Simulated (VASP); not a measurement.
Calculation: PBEsol GGA, VASP's PBE PAW potentials (set 64) (plane waves; VASP).

The input files of a VASP run:

KPOINTS:
```
Regular mesh
0
G
  6 6 2
```

File POSCAR:
```
Cd4S2Se2
1.0
  2.1103088620  -3.6551620900   0.0000000000
  2.1103088620   3.6551620900   0.0000000000
  0.0000000000   0.0000000000  13.7156743258
Cd Se S
4 2 2
Direct
  0.6666670000   0.3333330000   0.2503220283
  0.3333330000   0.6666670000   0.9903655081
  0.6666670000   0.3333330000   0.7500710997
  0.3333330000   0.6666670000   0.5097356110
  0.6666670000   0.3333330000   0.4417197213
  0.3333330000   0.6666670000   0.1826973204
  0.6666670000   0.3333330000   0.9350710452
  0.3333330000   0.6666670000   0.6940176661
```

### INCAR
```
# general
SYSTEM  = Cd4S2Se2
PREC    = Accurate
ENCUT   = 400   # plane-wave cut-off (eV)
LREAL   = .FALSE.   # projection in real space or not
LASPH   = .TRUE.   # aspherical one-centre terms

# electronic loop
EDIFF   = 1E-6
NELM    = 100
ALGO    = Normal
LMAXMIX = 4

# smearing
ISMEAR  = 0
SIGMA   = 0.05   # width (eV)

# functional
GGA     = PS

# ions
IBRION  = 2   # conjugate gradients
NSW     = 60
ISIF    = 3
EDIFFG  = -0.02   # ionic stop

# output
LWAVE   = .FALSE.
LCHARG  = .FALSE.
```

POTCAR, in this order: Cd Se S (PBE.64 set). Program: vasp_std.

The resulting files:

OSZICAR:
```
       N       E                     dE             d eps       ncg     rms          rms(c)
DAV:   1     0.442092458055E+03    0.44209E+03   -0.30177E+04  1212   0.124E+03
DAV:   2    -0.936011054335E+00   -0.44303E+03   -0.43567E+03  1377   0.337E+02
DAV:   3    -0.273679681033E+02   -0.26432E+02   -0.26330E+02  1407   0.821E+01
DAV:   4    -0.276800232478E+02   -0.31206E+00   -0.31165E+00  1365   0.850E+00
DAV:   5    -0.276851255370E+02   -0.51023E-02   -0.51011E-02  1412   0.104E+00    0.143E+01
DAV:   6    -0.259789618945E+02    0.17062E+01   -0.42172E+00  1494   0.164E+01    0.111E+01
DAV:   7    -0.259453059060E+02    0.33656E-01   -0.17919E+00  1288   0.563E+00    0.369E+00
DAV:   8    -0.259132166415E+02    0.32089E-01   -0.31672E-01  1410   0.426E+00    0.854E-01
DAV:   9    -0.259128280106E+02    0.38863E-03   -0.36457E-02  1332   0.173E+00    0.244E-01
DAV:  10    -0.259126707353E+02    0.15728E-03   -0.30040E-03  1413   0.465E-01    0.102E-01
DAV:  11    -0.259127934870E+02   -0.12275E-03   -0.30189E-04  1294   0.104E-01    0.484E-02
DAV:  12    -0.259128608358E+02   -0.67349E-04   -0.85498E-05  1330   0.480E-02    0.100E-02
DAV:  13    -0.259128661769E+02   -0.53410E-05   -0.10622E-05  1202   0.175E-02    0.719E-03
DAV:  14    -0.259128684084E+02   -0.22316E-05   -0.38775E-06   985   0.826E-03    0.586E-03
DAV:  15    -0.259128686083E+02   -0.19986E-06   -0.38968E-07   815   0.431E-03
   1 F= -.25912869E+02 E0= -.25912869E+02  d E =-.259129E+02
       N       E                     dE             d eps       ncg     rms          rms(c)
DAV:   1    -0.259233879671E+02   -0.10520E-01   -0.29828E-01  1260   0.392E+00    0.734E-01
DAV:   2    -0.259146542996E+02    0.87337E-02   -0.27270E-02  1278   0.150E+00    0.257E-01
DAV:   3    -0.259137265917E+02    0.92771E-03   -0.25866E-03  1352   0.309E-01    0.220E-01
DAV:   4    -0.259135443299E+02    0.18226E-03   -0.27541E-04  1284   0.937E-02    0.442E-02
DAV:   5    -0.259135146028E+02    0.29727E-04   -0.14578E-04  1401   0.102E-01    0.206E-02
DAV:   6    -0.259135164571E+02   -0.18543E-05   -0.12925E-05  1357   0.241E-02    0.104E-02
DAV:   7    -0.259135170293E+02   -0.57222E-06   -0.98324E-07   746   0.483E-03
   2 F= -.25913517E+02 E0= -.25913517E+02  d E =-.648421E-03
       N       E                     dE             d eps       ncg     rms          rms(c)
DAV:   1    -0.259135196064E+02   -0.31493E-05   -0.70685E-05  1267   0.596E-02    0.123E-02
DAV:   2    -0.259135177470E+02    0.18595E-05   -0.69799E-06  1091   0.241E-02    0.469E-03
DAV:   3    -0.259135174666E+02    0.28034E-06   -0.73726E-07   674   0.484E-03
   3 F= -.25913517E+02 E0= -.25913517E+02  d E =-.648858E-03
       N       E                     dE             d eps       ncg     rms          rms(c)
DAV:   1    -0.259139906538E+02   -0.47291E-03   -0.11609E-01  1228   0.161E+00    0.101E-01
DAV:   2    -0.259139174601E+02    0.73194E-04   -0.13413E-03  1392   0.217E-01    0.486E-02
DAV:   3    -0.259138696676E+02    0.47793E-04   -0.64125E-05  1418   0.482E-02    0.315E-02
DAV:   4    -0.259138494175E+02    0.20250E-04   -0.27021E-05  1375   0.319E-02    0.105E-02
DAV:   5    -0.259138480553E+02    0.13621E-05   -0.56684E-06  1392   0.148E-02    0.537E-03
DAV:   6    -0.259138479478E+02    0.10753E-06   -0.39083E-07   680   0.373E-03
   4 F= -.25913848E+02 E0= -.25913848E+02  d E =-.330481E-03
       N       E                     dE             d eps       ncg     rms          rms(c)
DAV:   1    -0.259156067944E+02   -0.17587E-02   -0.10465E+00  1204   0.484E+00    0.305E-01
DAV:   2    -0.259149480083E+02    0.65879E-03   -0.12084E-02  1392   0.656E-01    0.146E-01
DAV:   3    -0.259145204721E+02    0.42754E-03   -0.57463E-04  1418   0.144E-01    0.946E-02
DAV:   4    -0.259143436327E+02    0.17684E-03   -0.24626E-04  1359   0.959E-02    0.315E-02
DAV:   5    -0.259143346133E+02    0.90194E-05   -0.51345E-05  1432   0.446E-02    0.162E-02
DAV:   6    -0.259143343165E+02    0.29683E-06   -0.39082E-06  1044   0.110E-02
   5 F= -.25914334E+02 E0= -.25914334E+02  d E =-.816850E-03
       N       E                     dE             d eps       ncg     rms          rms(c)
DAV:   1    -0.259143737575E+02   -0.39144E-04   -0.26936E-02  1228   0.774E-01    0.488E-02
DAV:   2    -0.259143576636E+02    0.16094E-04   -0.31085E-04  1392   0.103E-01    0.229E-02
DAV:   3    -0.259143464565E+02    0.11207E-04   -0.14817E-05  1418   0.231E-02    0.150E-02
DAV:   4    -0.259143414455E+02    0.50109E-05   -0.63263E-06  1375   0.157E-02    0.513E-03
DAV:   5    -0.259143410117E+02    0.43382E-06   -0.12825E-06   686   0.735E-03
   6 F= -.25914341E+02 E0= -.25914341E+02  d E =-.823545E-03
       N       E                     dE             d eps       ncg     rms          rms(c)
DAV:   1    -0.259152538537E+02   -0.91241E-03   -0.30708E-01  1210   0.274E+00    0.264E-01
DAV:   2    -0.259145642758E+02    0.68958E-03   -0.54047E-03  1327   0.509E-01    0.980E-02
DAV:   3    -0.259144362484E+02    0.12803E-03   -0.31859E-04  1394   0.114E-01    0.736E-02
DAV:   4    -0.259144052896E+02    0.30959E-04   -0.51436E-05  1351   0.410E-02    0.208E-02
DAV:   5    -0.259144031730E+02    0.21165E-05   -0.13140E-05  1421   0.270E-02    0.901E-03
DAV:   6    -0.259144036254E+02   -0.45234E-06   -0.16005E-06   718   0.835E-03
   7 F= -.25914404E+02 E0= -.25914404E+02  d E =-.626136E-04
```

**OUTCAR**
```
------------------------ aborting loop because EDIFF is reached ----------------------------------------
  FORCE on cell =-STRESS in cart. coord.  units (eV):
  Direction    XX          YY          ZZ          XY          YZ          ZX
  --------------------------------------------------------------------------------------
  Total        0.0193452      0.0193452      0.0992176      0.0000000     -0.0000000      0.0000000
  in kB        0.1470064      0.1470063      0.7539643      0.0000000     -0.0000000      0.0000000
  external PRESSURE =       0.3493257 kB  Pullay stress =       0.0000000 kB
  volume of cell :      210.84
      direct lattice vectors                 reciprocal lattice vectors
     2.105071267 -3.646090310  0.000000000     0.237521650 -0.137133191  0.000000000
     2.105071267  3.646090310 -0.000000000     0.237521650  0.137133191  0.000000000
    -0.000000000  0.000000000 13.734861167    -0.000000000  0.000000000  0.072807434
 POSITION                                       TOTAL-FORCE (eV/Angst)
 -----------------------------------------------------------------------------------
      2.10507     -1.21537      3.44153         0.000000      0.000000     -0.008982
      2.10507      1.21537     13.59378         0.000000     -0.000000     -0.011670
      2.10507     -1.21537     10.30327         0.000000     -0.000000     -0.005856
      2.10507      1.21537      7.01993         0.000000     -0.000000     -0.013747
      2.10507     -1.21537      6.06867        -0.000000      0.000000      0.013278
      2.10507      1.21537      2.49460        -0.000000     -0.000000      0.010691
      2.10507     -1.21537     12.83226        -0.000000      0.000000      0.010665
      2.10507      1.21537      9.54149         0.000000     -0.000000      0.005622
 -----------------------------------------------------------------------------------
    total drift:                               -0.000001      0.000000     -0.001903
  FREE ENERGIE OF THE ION-ELECTRON SYSTEM (eV)
  ---------------------------------------------------
  free  energy   TOTEN  =       -25.9144036254 eV

  energy  without entropy=      -25.9144036254  energy(sigma->0) =      -25.91440363

 reached required accuracy - stopping structural energy minimisation
```
(Selected blocks of OUTCAR.)

CONTCAR:
```
Cd4S2Se2
   1.00000000000000
     2.1050712672844565   -3.6460903104296145    0.0000000000000000
     2.1050712672844565    3.6460903104296145   -0.0000000000000000
    -0.0000000000000000    0.0000000000000000   13.7348611672511538
  Cd              Se              S
     4     2     2
Direct
     0.6666669999999968    0.3333330000000032    0.2505692035811058
     0.3333330000000032    0.6666669999999968    0.9897283846858296
     0.6666669999999968    0.3333330000000032    0.7501545150358345
     0.3333330000000032    0.6666669999999968    0.5111029231658976
     0.6666669999999968    0.3333330000000032    0.4418444641419613
     0.3333330000000032    0.6666669999999968    0.1816253066713360
     0.6666669999999968    0.3333330000000032    0.9342836241601579
     0.3333330000000032    0.6666669999999968    0.6946915786578702
```

The structure was generated: Cd4S2Se2 was put into an ordered model structure (P3m1), which need not be its known phase. This run relaxes it. Symmetry was kept, so distortions that lower it aren't found. The start is the result of an earlier pass.
